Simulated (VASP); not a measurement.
Wanted: the native input for a VASP 6.6.1 run.

* Task: work function
* Functional: RPBE
* Potentials or basis: VASP PAW PBE potentials, release 64 (Sn_d)
* Cutoff: 520 eV
* k mesh: 5 × 5 × 1
* Occupations: fermi-dirac, width 0.05 eV
* Spin: no spin polarisation
* Dipole correction: yes
* Further INCAR settings: ALGO = Normal; EDIFF = 1e-07

The structure of Sn lies in POSCAR:

```
Sn
1.0
    4.5899715380      0.0000000000      0.0000000000
    0.0000000000      4.5899715380      0.0000000000
    0.0000000000      0.0000000000     26.3596000000
Sn
8
Direct
    0.0000000000      0.5000000000      0.2845263206
    0.0000000000      0.0000000000      0.3460902290
    0.5000000000      0.0000000000      0.4076541374
    0.5000000000      0.5000000000      0.4692180458
    0.0000000000      0.5000000000      0.5307819542
    0.0000000000      0.0000000000      0.5923458626
    0.5000000000      0.0000000000      0.6539097710
    0.5000000000      0.5000000000      0.7154736794
```

These files were run (other wordings do the same):

INCAR

```
PREC = Accurate
ENCUT = 520
EDIFF = 1E-7
ISMEAR = -1
SIGMA = 0.05
LREAL = False
LASPH = True
NELM = 80
ALGO = Normal
ISIF = 2
LWAVE = False
LCHARG = True
LDIPOL = True
IDIPOL = 3
DIPOL = 0.5 0.5 0.500
GGA = RP
LELF = True
LVHAR = True
LVACPOTAV = True
```

KPOINTS

```
regular mesh
0
Gamma
  5 5 1
```

Potentials or basis: VASP PAW PBE potentials, release 64 (Sn_d).

Run with:

```sh
$ cat potpaw_PBE.64/Sn_d/POTCAR > POTCAR
$ mpirun -np 1 vasp_std > vasp.out
```

It gave:

```
Largest force                   : 0.698 eV/Å
Band gap on the k mesh          : none (metal or under the smearing width)
Work function of the upper face : 4.54 eV
Work function of the lower face : 4.54 eV
```

Caveat: the PAW data sets were made with another functional, which shifts forces and pressure a little.

It took 10 min on 1 thread of Intel(R) Xeon(R) 6975P-C (Granite Rapids), on a shared host, peak memory 0.63 GiB.
